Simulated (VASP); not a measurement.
Level of theory: revTPSS meta-GGA, VASP's PBE PAW potentials (set 64) (plane waves; VASP).

VASP ran on this input.

File KPOINTS:
```
Automatic mesh
0
Gamma
6 6 5
0 0 0
```

**POSCAR**
```
PbO
1.0
  4.0237899319   0.0000000000   0.0000000000
  0.0000000000   4.0237899319   0.0000000000
  0.0000000000   0.0000000000   5.0512301795
Pb O
2 2
Cartesian
  2.0118949659   0.0000000000   3.8604083428
  0.0000000000   2.0118949659   1.1908218367
  2.0118949659   2.0118949659   0.0000000000
  0.0000000000   0.0000000000   0.0000000000
```

### INCAR
```
IBRION = 2   ! conjugate gradients
LREAL = F
LASPH = T   ! aspherical one-centre terms
SIGMA = 0.05   ! width (eV)
ENCUT = 520
NELM = 100   ! most electronic steps
EDIFFG = -0.01   ! ionic stop
EDIFF = 1E-7   ! SCF stop (eV)
LMIXTAU = T
ISMEAR = 0   ! Gaussian
METAGGA = RTPSS
ALGO = Normal   ! blocked Davidson
PREC = Accurate
ISIF = 4
LCHARG = F
SYSTEM = PbO
LMAXMIX = 4   ! l cut-off of mixed one-centre charges
NSW = 30   ! most ionic steps
LWAVE = F
```

POTCAR, in this order: Pb_d O (PBE.64 set). Program: vasp_std.

Output of the run:

**OSZICAR**
```
       N       E                     dE             d eps       ncg     rms          rms(c)
DAV:   1     0.529938910696E+03    0.52994E+03   -0.20424E+04  1440   0.202E+03
DAV:   2     0.131524735044E+03   -0.39841E+03   -0.39256E+03  1504   0.503E+02
DAV:   3     0.830058249214E+02   -0.48519E+02   -0.47202E+02  1912   0.188E+02
DAV:   4     0.812521844347E+02   -0.17536E+01   -0.17525E+01  1616   0.393E+01
DAV:   5     0.811957301225E+02   -0.56454E-01   -0.56449E-01  2056   0.691E+00    0.112E+01
DAV:   6     0.591197006879E+02   -0.22076E+02   -0.17788E+02  1440   0.121E+02    0.139E+01
DAV:   7     0.606476307710E+02    0.15279E+01   -0.57936E+00  1984   0.274E+01    0.115E+01
DAV:   8     0.575313977030E+02   -0.31162E+01   -0.93697E+01  2272   0.674E+01    0.173E+01
DAV:   9     0.631256402063E+02    0.55942E+01   -0.67939E+01  2328   0.508E+01    0.308E+00
DAV:  10     0.630701133325E+02   -0.55527E-01   -0.53154E+00  2128   0.165E+01    0.165E+00
DAV:  11     0.626639690677E+02   -0.40614E+00   -0.17500E+00  2104   0.814E+00    0.452E+00
DAV:  12     0.629776398800E+02    0.31367E+00   -0.67132E-01  2200   0.705E+00    0.233E+00
DAV:  13     0.630562948377E+02    0.78655E-01   -0.25735E-01  2200   0.450E+00    0.108E+00
DAV:  14     0.630309517358E+02   -0.25343E-01   -0.56160E-02  1824   0.187E+00    0.619E-01
DAV:  15     0.630380924086E+02    0.71407E-02   -0.41897E-02  2360   0.137E+00    0.101E-01
DAV:  16     0.630324988672E+02   -0.55935E-02   -0.21816E-02  2024   0.100E+00    0.265E-01
DAV:  17     0.630332252322E+02    0.72637E-03   -0.40871E-03  2064   0.559E-01    0.118E-01
DAV:  18     0.630334000312E+02    0.17480E-03   -0.26257E-03  2128   0.336E-01    0.168E-02
DAV:  19     0.630333640215E+02   -0.36010E-04   -0.18116E-04  1784   0.108E-01    0.255E-02
DAV:  20     0.630333701815E+02    0.61601E-05   -0.16297E-05  2040   0.413E-02    0.173E-02
DAV:  21     0.630333724521E+02    0.22706E-05   -0.26128E-05  2136   0.346E-02    0.351E-03
DAV:  22     0.630333711204E+02   -0.13317E-05   -0.25738E-06  2072   0.174E-02    0.116E-03
DAV:  23     0.630333708695E+02   -0.25088E-06   -0.13125E-07  1184   0.349E-03    0.600E-04
DAV:  24     0.630333708750E+02    0.54824E-08   -0.15121E-07  1080   0.293E-03
   1 F= 0.63033371E+02 E0= 0.63033371E+02  d E =0.630334E+02
```

**OUTCAR**
```
------------------------ aborting loop because EDIFF is reached ----------------------------------------
  FORCE on cell =-STRESS in cart. coord.  units (eV):
  Direction    XX          YY          ZZ          XY          YZ          ZX
  --------------------------------------------------------------------------------------
  Total        0.0199918      0.0199918      0.0650259      0.0000000      0.0000000      0.0000000
  in kB        0.3916469      0.3916469      1.2738829      0.0000000      0.0000000      0.0000000
  external PRESSURE =       0.6857255 kB  Pullay stress =       0.0000000 kB
  volume of cell :       81.78
      direct lattice vectors                 reciprocal lattice vectors
     4.023789932  0.000000000  0.000000000     0.248521920  0.000000000  0.000000000
     0.000000000  4.023789932  0.000000000     0.000000000  0.248521920  0.000000000
     0.000000000  0.000000000  5.051230180     0.000000000  0.000000000  0.197971576
 POSITION                                       TOTAL-FORCE (eV/Angst)
 -----------------------------------------------------------------------------------
      2.01189      0.00000      3.86041         0.000000      0.000000      0.002678
      0.00000      2.01189      1.19082         0.000000      0.000000     -0.002678
      2.01189      2.01189      0.00000         0.000000     -0.000000      0.000000
      0.00000      0.00000      0.00000         0.000000      0.000000      0.000000
 -----------------------------------------------------------------------------------
    total drift:                                0.000000      0.000000     -0.000000
  FREE ENERGIE OF THE ION-ELECTRON SYSTEM (eV)
  ---------------------------------------------------
  free  energy   TOTEN  =        63.0333708750 eV

  energy  without entropy=       63.0333708750  energy(sigma->0) =       63.03337088

 reached required accuracy - stopping structural energy minimisation
```
(Selected blocks of OUTCAR.)

Without a dispersion term in the relaxation, distances and binding between the weakly bound layers, chains or molecules are unreliable, and so is what depends on them.

The compound is PbO in the litharge structure. It was relaxed first.
